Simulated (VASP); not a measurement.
Here is the system:

```yaml
crystal:
  lattice:
    - [3.25484, 0.00000, 0.00000]
    - [-1.62742, 2.81878, 0.00000]
    - [0.00000, 0.00000, 10.78878]
  atoms:
    - { symbol: Zn, position: [0.00000, 0.00000, 0.25101] }
    - { symbol: Zn, position: [0.33333, 0.66667, 0.01476] }
    - { symbol: Zn, position: [0.33333, 0.66667, 0.48692] }
    - { symbol: Cd, position: [0.00000, 0.00000, 0.75721] }
    - { symbol: O, position: [0.00000, 0.00000, 0.95914] }
    - { symbol: O, position: [0.00000, 0.00000, 0.43103] }
    - { symbol: O, position: [0.33333, 0.66667, 0.66483] }
    - { symbol: O, position: [0.33333, 0.66667, 0.19499] }
```

Computed with LDA (Ceperley-Alder, Perdew-Zunger), VASP's LDA PAW potentials (set 64) (plane waves; VASP 6.6.1). Run with 520 eV cut-off, Gaussian smearing of 0.050 eV, potentials Zn Cd O.

Q: Give the energies of bands 26 to 39 at the high-symmetry points, in eV from the valence-band maximum.

A: 
```tsv
band	Γ	M	K	A	L	H
26	-2.67	-4.00	-3.97	-3.64	-3.99	-3.81
27	-2.47	-3.88	-3.79	-1.44	-3.90	-3.78
28	-1.05	-3.34	-3.77	-1.20	-3.36	-3.75
29	-1.05	-3.02	-3.28	-1.01	-2.63	-3.44
30	-0.62	-2.49	-3.03	-1.01	-2.40	-3.31
31	-0.62	-1.81	-2.62	-0.74	-2.33	-2.31
32	-0.45	-1.79	-2.24	-0.74	-2.01	-2.09
33	-0.45	-1.54	-2.07	-0.34	-1.47	-1.86
34	-0.26	-1.45	-1.59	-0.34	-1.27	-1.70
35	0.00	-1.32	-1.41	-0.03	-1.20	-1.55
36	0.00	-0.68	-1.33	-0.03	-0.73	-1.52
37	0.14	4.62	6.20	1.05	4.53	6.21
38	2.77	4.87	6.58	1.75	4.86	6.58
39	3.15	5.63	6.59	4.25	5.80	6.60
```

The gap is direct, 0.14 eV, from the valence maximum at Γ to the conduction minimum at Γ.

The structure comes from a computed database's Zn3CdO4 entry (P3m1); how it stands against other phases isn't given here. It was relaxed first, which changed the volume by -8 %.
